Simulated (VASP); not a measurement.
Write the native input for VASP 6.6.1 that does the following.

```yaml
Task: single point
Functional: PBEsol
Potentials_or_basis: VASP PAW PBE potentials, release 64 (Sr_sv)
Cutoff: 520 eV
k_mesh: 12 × 12 × 12
Occupations: gaussian, width 0.1 eV
Spin: non-collinear spin, zero start, spin-orbit coupling
Starting_moments: "[[0.0, 0.0, 0.0]] μB"
Further_INCAR_settings: ALGO = Normal; EDIFF = 1e-06
```

The structure of Sr lies in POSCAR:

```
Sr
1.0
    0.0000000000      2.9608200000      2.9608200000
    2.9608200000      0.0000000000      2.9608200000
    2.9608200000      2.9608200000      0.0000000000
Sr
1
Direct
    0.0000000000      0.0000000000      0.0000000000
```

These files were run (other wordings do the same):

INCAR

```
PREC     = Accurate       # precision mode
ENCUT    = 520            # plane-wave cutoff, eV
EDIFF    = 1E-6           # SCF threshold, eV
ISMEAR   = 0              # smearing method
SIGMA    = 0.1            # smearing width, eV
LREAL    = False          # projectors in reciprocal space
LASPH    = True           # aspherical terms in the spheres
NELM     = 100            # most SCF steps
ALGO     = Normal         # electronic algorithm
ISIF     = 2              # what is computed and relaxed
LWAVE    = False          # write WAVECAR
LCHARG   = False          # write CHGCAR
MAGMOM   = 0 0 0          # initial moments
LORBIT   = 11             # projections on sites
LSORBIT  = True           # spin-orbit coupling
GGA_COMPAT= False        
GGA      = PS             # functional
```

KPOINTS

```
Automatic mesh
0
Gamma
  12 12 12
```

Potentials or basis: VASP PAW PBE potentials, release 64 (Sr_sv).

The run is started by

```sh
$ cat potpaw_PBE.64/Sr_sv/POTCAR > POTCAR
$ mpirun -np 1 vasp_ncl > vasp.out
```

Results of the run:

The pressure is 0.0 GPa and the net moment is 0.00 μB per cell. The valence electrons inside the program's atomic spheres are Sr 7.92.

Caveat: the PAW data sets were made with another functional, which shifts forces and pressure a little.

Run time: 78 s on 1 thread of Intel(R) Xeon(R) Platinum 8559C (Emerald Rapids) (shared host), peak memory 0.34 GiB.
